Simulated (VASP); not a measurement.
An input for Quantum ESPRESSO's pw.x (written as the equivalent of a VASP run, and not itself run):

```
&CONTROL
  calculation = 'vc-relax'
  pseudo_dir = './pseudo'
  outdir = './out'
  tprnfor = .true.
  tstress = .true.
  nstep = 40
  forc_conv_thr = 0.00039
/
&SYSTEM
  ibrav = 0
  nat = 2
  ntyp = 1
  ecutwfc = 78
  occupations = 'smearing'
  smearing = 'methfessel-paxton'
  degauss = 0.00735
  input_dft = 'pbe'
/
&ELECTRONS
  conv_thr = 7.3e-09
  electron_maxstep = 100
/
&IONS
/
&CELL
  press = 20
/
ATOMIC_SPECIES
  Sc 44.956 Sc.upf
CELL_PARAMETERS angstrom
     1.6585090   -2.8726218    0.0000000
     1.6585090    2.8726218   -0.0000000
     0.0000000    0.0000000    5.1621779
ATOMIC_POSITIONS crystal
  Sc   0.3333330  0.6666670  0.2500000
  Sc   0.6666670  0.3333330  0.7500000
K_POINTS automatic
  12 12 8 0 0 0
```

Problem. Write the VASP files for the same calculation (PBE).

Solution. One answer among several that fit: 
### POSCAR
```
Sc
1
    1.6585090230    -2.8726218055     0.0000000000
    1.6585090230     2.8726218055    -0.0000000000
    0.0000000000     0.0000000000     5.1621778764
Sc
2
Direct
  0.3333330000   0.6666670000   0.2500000000
  0.6666670000   0.3333330000   0.7500000000
```

File KPOINTS:
```
Automatic mesh
0
Gamma
12 12 8
0 0 0
```

INCAR:
```
# general
SYSTEM   =  Sc
PREC     =  Accurate
ENCUT    =  480
LREAL    =  .FALSE.
LASPH    =  .TRUE.

# electronic loop
EDIFF    =  1E-7
NELM     =  100
ALGO     =  Normal
LMAXMIX  =  4

# smearing
ISMEAR   =  1
SIGMA    =  0.1

# functional
GGA      =  PE

# ions
IBRION   =  2
NSW      =  40
ISIF     =  3
EDIFFG   =  -0.01
PSTRESS  =  20

# output
LWAVE    =  .FALSE.
LCHARG   =  .FALSE.
```

POTCAR, in this order: Sc_sv (PBE.64 set). Program: vasp_std.

What does not carry over: the potentials are each code's own (VASP's PAW set, PseudoDojo norm-conserving files in pw.x), so ENCUT and ecutwfc are chosen apart and not converted; conv_thr bounds pw.x's estimated SCF error, while EDIFF bounds the energy change between steps; forc_conv_thr acts on force components and is met together with etot_conv_thr.

The compound is Sc in the hcp structure. This run relaxes it under an external pressure of 2 GPa. Symmetry was kept, so distortions that lower it aren't found.
